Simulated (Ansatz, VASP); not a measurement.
**LiNbP2: VASP beside Ansatz**

```xyz
4
Lattice="3.3686 0.0000 0.0000 -1.6843 2.9173 0.0000 0.0000 0.0000 6.6024" Properties=species:S:1:pos:R:3 pbc="T T T"
Li    0.0000    0.0000    0.0000
Nb    0.0000    0.0000    3.3012
P     0.0000    1.9448    1.6506
P     0.0000    1.9448    4.9518
```

Alike in both runs: task relaxation of cell and atoms; functional PBE; k mesh 6 × 6 × 4; occupations gaussian, width 0.1 eV; no spin polarisation.

|  | VASP | Ansatz |
| --- | --- | --- |
| version | VASP 6.6.1 | Ansatz 0.2.0 |
| potentials or method | VASP PAW PBE potentials, release 64 (Li_sv, Nb_sv, P) | scalar-relativistic, plane waves, PAW |
| plane-wave cutoff (eV) | 600 | 420 |
| valence electrons in the cell | 26 | 26 |

|  | VASP | Ansatz | Ansatz less VASP |
| --- | --- | --- | --- |
| gap on the k mesh at the Fermi level, each at its own relaxed structure (eV) | 0.08 | 0.08 | -0.003 |
| relaxed volume (Å³/atom) | 15.45 | 15.44 | -0.006 |
| relaxed cell length with the largest relative difference (Å) | 5.424 | 5.428 | +0.0036 |
| energy change over the relaxation (meV/atom) | -155 | -156 | -0.8 |

Caveats: the cutoff is under 1.25 times the usual one of these potentials, so pressure, stress and relaxed cells hold a basis-set (Pulay) error (VASP).
